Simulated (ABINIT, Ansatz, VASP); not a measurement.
## TlCl (Pm-3m, 2 atoms in the cell) computed with different codes at matched settings

Self-consistent single point.

```
CELL_PARAMETERS angstrom
      3.84000     0.00000     0.00000
      0.00000     3.84000     0.00000
      0.00000     0.00000     3.84000
ATOMIC_POSITIONS crystal
  Tl 0.00000 0.00000 0.00000
  Cl 0.50000 0.50000 0.50000
```

Shared settings, as Ansatz (a program for electronic structure) writes them: kpoints.mp_grid.grid = 7 7 7; magnetization.spin_orbit = true; scf.occupations.method = fermi_dirac; scf.occupations.width = 0.0015 Ry. Potentials and cutoffs stand in the table.

| code | model | pressure (GPa) | gap on the mesh (eV) | cutoff |
|---|---|---|---|---|
| VASP | PBE, spin-orbit coupling, VASP's PBE PAW potentials (set 64) | – | 2.283 | 300 eV |
| Ansatz | PBE with spin-orbit coupling, default PAW files | 0.95 | 2.174 | 30.9 Ry |
| ABINIT | PBE, spin-orbit coupling, norm-conserving pseudopotentials (PseudoDojo nc-fr-04 PBE standard) | 0.97 | 2.181 | 31 Ha |

A dash marks a value that a program does not give, or that is left out as unsure.

Gaps are read on the mesh.

The spread over the programs that give each value: pressure within 0.02 GPa; gap on the mesh within 0.109 eV.

Ansatz's pressure is given at a fixed set of plane waves, as the other plane-wave codes print theirs.

VASP's run is marked for a possible Pulay error in its stress at this cutoff; no cutoff test was made.

The starting cell has typed, rounded lattice constants, without a prior relaxation at this level.

Left out of this page: Elk and FLEUR (with a known weakness of the program); SIESTA (not drawn, or without a comparable value).

Keys are those of Ansatz 0.2.
